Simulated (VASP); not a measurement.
# How SCF threshold and plane-wave cutoff change a VASP run on BeNi

How sensitive are energy and pressure of BeNi to the SCF threshold and plane-wave cutoff? The series runs use PBEsol. The SCF threshold tried: EDIFF = 0.01; EDIFF = 0.001; EDIFF = 1E-04; EDIFF = 1E-05; EDIFF = 1E-06; EDIFF = 1E-08. The plane-wave cutoff tried: ENCUT = 160; ENCUT = 200; ENCUT = 240; ENCUT = 270; ENCUT = 310; ENCUT = 350; ENCUT = 430; ENCUT = 540. The start is a computed cell from the Materials Project.

Calculated with VASP 6.6.1; PBEsol, spin-polarised from a ferromagnetic start (one magnetic atom a cell); plane waves and PAW (Be, Ni).

Report form: the programs' logs are mostly left out.

### 1. The structure

It takes space group Pm-3m (No. 221, cubic). Conventional cell: a = 2.587 Å, b = 2.587 Å, c = 2.587 Å, α = 90.00°, β = 90.00°, γ = 90.00°. Nearest to Be lie 8 Ni at 2.24 Å. Ni has 8 Be at 2.24 Å nearest. Farther neighbours are not listed.

### 2. SCF threshold: EDIFF = 0.01

EDIFF stops the electronic loop; forces need it tighter than energies do. PBEsol restores the gradient expansion of exchange and is tuned for the cells of solids.

Input file INCAR:

```
SYSTEM = BeNi
PREC = Accurate
ENCUT = 400
EDIFF = 0.01
NELM = 100
ISMEAR = -1
SIGMA = 0.05
LREAL = .FALSE.
ALGO = Normal
GGA = PS
NBANDS = 14
ISPIN = 2
MAGMOM = 0 1
LASPH = .TRUE.
LMAXMIX = 4
LORBIT = 11
LWAVE = .FALSE.
LCHARG = .FALSE.
KPAR = 2
ISIF = 2
```

Input file POSCAR:

```
BeNi
1.0
    2.5869995900      0.0000000000      0.0000000000
    0.0000000000      2.5869995900      0.0000000000
    0.0000000000      0.0000000000      2.5869995900
Be Ni
1 1
Direct
    0.0000000000      0.0000000000      0.0000000000
    0.5000000000      0.5000000000      0.5000000000
```

Input file KPOINTS:

```
Automatic mesh
0
Gamma
9 9 9
0 0 0
```

PAW data sets: Be and Ni (PBE family, release 64).

Started as:

```sh
mpirun -np 2 vasp_std
```

It took 14 s on 2 MPI ranks of AMD EPYC 7R43, shared host; peak memory 0.18 GiB.

The moments of the start collapse, so the state is non-magnetic; other starts or orders were not tried. The k-mesh is coarse for a metal. The PAW data sets were made with PBE, which is usual practice but a small mismatch for other functionals.

Numbers from this step:

```yaml
scf_cycles: 10
electrons: 12
bands: 14
irreducible_k_points: 35
symmetry_operations: 48
free_energy_toten: -11.12 eV
energy_at_zero_smearing: -11.11 eV
fermi_energy: 9.223 eV
pressure: 5.100 GPa
moment_of_the_cell_from_the_last_line_of_the_log: -0.0061 μB
metallic: yes
```

Spin moment in the PAW sphere by atom:

| atom | spin moment in the PAW sphere (μB) |
| --- | --- |
| Be1 | 0.0000 |
| Ni2 | -0.0070 |

The series starts at -5.5554 eV an atom and 5.10 GPa, after 10 cycles in 14 s.

### 3. SCF threshold: EDIFF = 0.001

Edit INCAR of step 2 so:

```diff
@@ -3,3 +3,3 @@
 ENCUT = 400
-EDIFF = 0.01
+EDIFF = 0.001
 NELM = 100
```

POSCAR is that of step 2.

KPOINTS is that of step 2.

Started as:

```sh
mpirun -np 2 vasp_std
```

Wall time 15 s (2 MPI ranks); peak memory 0.17 GiB.

Against the run before the energy moves by -0.01 meV an atom and the pressure by +0.86 GPa, after 10 cycles in 15 s.

### 4. SCF threshold: EDIFF = 1E-04

Edit INCAR of step 3 so:

```diff
@@ -3,3 +3,3 @@
 ENCUT = 400
-EDIFF = 0.001
+EDIFF = 1E-04
 NELM = 100
```

POSCAR is that of step 3.

KPOINTS is that of step 3.

Started as:

```sh
mpirun -np 2 vasp_std
```

It took 16 s on 2 MPI ranks; peak memory 0.17 GiB.

Against the run before the energy moves by +0.07 meV an atom and the pressure by -6.84 GPa, after 12 cycles in 16 s.

### 5. SCF threshold: EDIFF = 1E-05

Edit INCAR of step 4 so:

```diff
@@ -3,3 +3,3 @@
 ENCUT = 400
-EDIFF = 1E-04
+EDIFF = 1E-05
 NELM = 100
```

POSCAR is that of step 4.

KPOINTS is that of step 4.

Started as:

```sh
mpirun -np 2 vasp_std
```

Elapsed: 17 s, on 2 MPI ranks; peak memory 0.17 GiB; 32 s of CPU time.

Against the run before the energy stays within 0.01 meV an atom; the pressure moves by -0.01 GPa, after 12 cycles in 17 s.

### 6. SCF threshold: EDIFF = 1E-06

Edit INCAR of step 5 so:

```diff
@@ -3,3 +3,3 @@
 ENCUT = 400
-EDIFF = 1E-05
+EDIFF = 1E-06
 NELM = 100
```

POSCAR is that of step 5.

KPOINTS is that of step 5.

Started as:

```sh
mpirun -np 2 vasp_std
```

It took 18 s on 2 MPI ranks; peak memory 0.17 GiB; 34 s of CPU time.

Against the run before the energy stays within 0.01 meV an atom; the pressure moves by -0.05 GPa, after 13 cycles in 18 s.

### 7. SCF threshold: EDIFF = 1E-08

Edit INCAR of step 6 so:

```diff
@@ -3,3 +3,3 @@
 ENCUT = 400
-EDIFF = 1E-06
+EDIFF = 1E-08
 NELM = 100
```

POSCAR is that of step 6.

KPOINTS is that of step 6.

Started as:

```sh
mpirun -np 2 vasp_std
```

It took 27 s on 2 MPI ranks; peak memory 0.17 GiB; 52 s of CPU time.

Against the run before the energy stays within 0.01 meV an atom; the pressure moves by -0.04 GPa, after 17 cycles in 27 s.

### 8. The SCF threshold series as a table

This step: convergence of PBEsol results with the threshold; plane waves and PAW (VASP 6.6.1).

No new run; the numbers come from the runs before.

Differences are taken from the run with EDIFF = 1E-08. Results of the series, by row:

| setting | status | energy less the reference (meV/atom) | pressure (GPa) | moment (μB) | SCF cycles | wall time (s) |
| --- | --- | --- | --- | --- | --- | --- |
| EDIFF = 0.01 | converged | -0.05432 | 5.1 | -0.01322 | 10 | 13.6 |
| EDIFF = 0.001 | converged | -0.06926 | 5.961 | -0.01312 | 10 | 14.6 |
| EDIFF = 1E-04 | converged | -8.40e-4 | -0.8751 | -7.94e-4 | 12 | 16.2 |
| EDIFF = 1E-05 | converged | -8.90e-4 | -0.8895 | -7.21e-4 | 12 | 17 |
| EDIFF = 1E-06 | converged | -2.20e-4 | -0.9363 | 7.28e-5 | 13 | 18 |
| EDIFF = 1E-08 | converged | 0 | -0.9714 | -1.10e-6 | 17 | 27 |

### 9. Plane-wave cutoff: ENCUT = 160

This step: PBEsol, spin-polarised from a ferromagnetic start (one magnetic atom a cell); plane waves and PAW (Be, Ni) (VASP 6.6.1).

The basis grows with ENCUT, and energy and stress both move with it.

Edit INCAR of step 7 so:

```diff
@@ -2,4 +2,4 @@
 PREC = Accurate
-ENCUT = 400
-EDIFF = 1E-08
+ENCUT = 160
+EDIFF = 1E-06
 NELM = 100
```

POSCAR is that of step 7.

KPOINTS is that of step 7.

Started as:

```sh
mpirun -np 2 vasp_std
```

It took 9.8 s on 2 MPI ranks; peak memory 0.15 GiB.

This step gave:

```
SCF cycles              : 13
free energy (TOTEN)     : -7.729 eV
energy at zero smearing : -7.727 eV
Fermi energy            : 8.798 eV
pressure                : -315.8 GPa
```

The series starts at -3.8633 eV an atom and -315.78 GPa, after 13 cycles in 9.8 s.

### 10. Plane-wave cutoff: ENCUT = 200

Edit INCAR of step 9 so:

```diff
@@ -2,3 +2,3 @@
 PREC = Accurate
-ENCUT = 160
+ENCUT = 200
 EDIFF = 1E-06
```

POSCAR is that of step 9.

KPOINTS is that of step 9.

Started as:

```sh
mpirun -np 2 vasp_std
```

It took 9 s on 2 MPI ranks; peak memory 0.15 GiB; 16 s of CPU time.

Against the run before the energy moves by -1471.07 meV an atom and the pressure by +240.69 GPa, after 13 cycles in 9 s.

### 11. Plane-wave cutoff: ENCUT = 240

Edit INCAR of step 10 so:

```diff
@@ -2,3 +2,3 @@
 PREC = Accurate
-ENCUT = 200
+ENCUT = 240
 EDIFF = 1E-06
```

POSCAR is that of step 10.

KPOINTS is that of step 10.

Started as:

```sh
mpirun -np 2 vasp_std
```

Run time: 11 s. Hardware: 2 MPI ranks; peak memory 0.15 GiB.

Against the run before the energy moves by -194.44 meV an atom and the pressure by +60.34 GPa, after 13 cycles in 11 s.

### 12. Plane-wave cutoff: ENCUT = 270

Edit INCAR of step 11 so:

```diff
@@ -2,3 +2,3 @@
 PREC = Accurate
-ENCUT = 240
+ENCUT = 270
 EDIFF = 1E-06
```

POSCAR is that of step 11.

KPOINTS is that of step 11.

Started as:

```sh
mpirun -np 2 vasp_std
```

Run time: 11 s. Hardware: 2 MPI ranks; peak memory 0.16 GiB; 21 s of CPU time.

Against the run before the energy moves by -25.89 meV an atom and the pressure by +11.68 GPa, after 13 cycles in 11 s.

### 13. Plane-wave cutoff: ENCUT = 310

Edit INCAR of step 12 so:

```diff
@@ -2,3 +2,3 @@
 PREC = Accurate
-ENCUT = 270
+ENCUT = 310
 EDIFF = 1E-06
```

POSCAR is that of step 12.

KPOINTS is that of step 12.

Started as:

```sh
mpirun -np 2 vasp_std
```

The job ended after 14 s (2 MPI ranks; peak memory 0.17 GiB).

Against the run before the energy moves by -5.04 meV an atom and the pressure by +2.46 GPa, after 13 cycles in 14 s.

### 14. Plane-wave cutoff: ENCUT = 350

Edit INCAR of step 13 so:

```diff
@@ -2,3 +2,3 @@
 PREC = Accurate
-ENCUT = 310
+ENCUT = 350
 EDIFF = 1E-06
```

POSCAR is that of step 13.

KPOINTS is that of step 13.

Started as:

```sh
mpirun -np 2 vasp_std
```

Run time: 15 s. Hardware: 2 MPI ranks; peak memory 0.14 GiB.

Against the run before the energy moves by +2.03 meV an atom and the pressure by -0.28 GPa, after 13 cycles in 15 s.

### 15. Plane-wave cutoff: ENCUT = 430

Edit INCAR of step 14 so:

```diff
@@ -2,3 +2,3 @@
 PREC = Accurate
-ENCUT = 350
+ENCUT = 430
 EDIFF = 1E-06
```

POSCAR is that of step 14.

KPOINTS is that of step 14.

Started as:

```sh
mpirun -np 2 vasp_std
```

Run time: 18 s. Hardware: 2 MPI ranks; peak memory 0.18 GiB; 34 s of CPU time.

Against the run before the energy moves by +2.78 meV an atom and the pressure by +0.12 GPa, after 13 cycles in 18 s.

### 16. Plane-wave cutoff: ENCUT = 540

Edit INCAR of step 15 so:

```diff
@@ -2,3 +2,3 @@
 PREC = Accurate
-ENCUT = 430
+ENCUT = 540
 EDIFF = 1E-06
```

POSCAR is that of step 15.

KPOINTS is that of step 15.

Started as:

```sh
mpirun -np 2 vasp_std
```

Elapsed: 22 s, on 2 MPI ranks; peak memory 0.19 GiB.

Against the run before the energy moves by -0.13 meV an atom and the pressure by +0.22 GPa, after 13 cycles in 22 s.

### 17. The plane-wave cutoff series as a table

This step: convergence of PBEsol results with the cutoff; plane waves and PAW (VASP 6.6.1).

This step runs nothing: it gathers the runs above.

Differences are taken from the run with ENCUT = 540. Results of the series, by row:

| setting | status | energy less the reference (meV/atom) | pressure (GPa) | moment (μB) | SCF cycles | wall time (s) |
| --- | --- | --- | --- | --- | --- | --- |
| ENCUT = 160 | converged | 1692 | -315.8 | 7.51e-5 | 13 | 9.8 |
| ENCUT = 200 | converged | 220.7 | -75.09 | 5.89e-4 | 13 | 9 |
| ENCUT = 240 | converged | 26.25 | -14.74 | 1.38e-4 | 13 | 11.2 |
| ENCUT = 270 | converged | 0.3641 | -3.066 | 1.43e-4 | 13 | 11.4 |
| ENCUT = 310 | converged | -4.676 | -0.6061 | 9.01e-5 | 13 | 13.8 |
| ENCUT = 350 | converged | -2.649 | -0.891 | 1.37e-4 | 13 | 14.8 |
| ENCUT = 430 | converged | 0.1319 | -0.7661 | 2.35e-5 | 13 | 18.2 |
| ENCUT = 540 | converged | 0 | -0.5493 | 2.02e-5 | 13 | 22 |

### 18. Summary of results

```
SCF threshold from which the energy stays within 10 meV/atom of the reference     : EDIFF = 0.01
SCF threshold from which the energy stays within 1 meV/atom of the reference      : EDIFF = 0.01
SCF threshold from which the pressure stays within 0.2 GPa of the reference       : EDIFF = 1E-04
spread of the pressure over the SCF threshold                                     : 6.93 GPa
spread of the energy over the SCF threshold                                       : 0.0693 meV/atom
plane-wave cutoff from which the energy stays within 10 meV/atom of the reference : ENCUT = 270
plane-wave cutoff from which the energy stays within 1 meV/atom of the reference  : ENCUT = 430
plane-wave cutoff from which the pressure stays within 0.2 GPa of the reference   : none before the reference itself
spread of the pressure over the plane-wave cutoff                                 : 315 GPa
spread of the energy over the plane-wave cutoff                                   : 1696 meV/atom
```

In words: From EDIFF = 0.01 on, the energy stays within 1 meV an atom of the reference, at 50 % of its time. The pressure holds within 0.2 GPa from EDIFF = 1E-04 on. The loosest stop saves 7 of 17 cycles and costs -0.1 meV an atom, +6.07 GPa. From ENCUT = 430 on, the energy stays within 1 meV an atom of the reference, at 83 % of its time. The pressure doesn't settle within 0.2 GPa before the reference. These cutoffs are 0.6 to 2 times the default of the data sets, about 270 eV; at the default the run is off by +0.4 meV an atom, -2.52 GPa, and at 1.3 times by -2.6 meV an atom, -0.34 GPa. Energy differences between like cells converge faster than these totals. Differences are taken from the run with ENCUT = 540, which is itself not the exact limit. Forces vanish by symmetry in this cell, so the series can't test them. The runs at ENCUT = 160; ENCUT = 200; ENCUT = 240; ENCUT = 270 are over 30 meV an atom or 2 GPa off and describe the material poorly.

[Lines on the potential files, build, host, timing and source positions are cut from VASP's logs without a mark.]

[Logs are printed without paths, hosts, clocks, repeated set-up lines and the standing remarks that a program may print on its own settings, such as how far it seeks lower states.]

[Hosts, paths, dates, database ids (printed as entryN), source tags and the programs' standing remarks are cut or masked in the printed files.]

[A measured line is paired with the nearest computed mode of its activity, which favours agreement.]
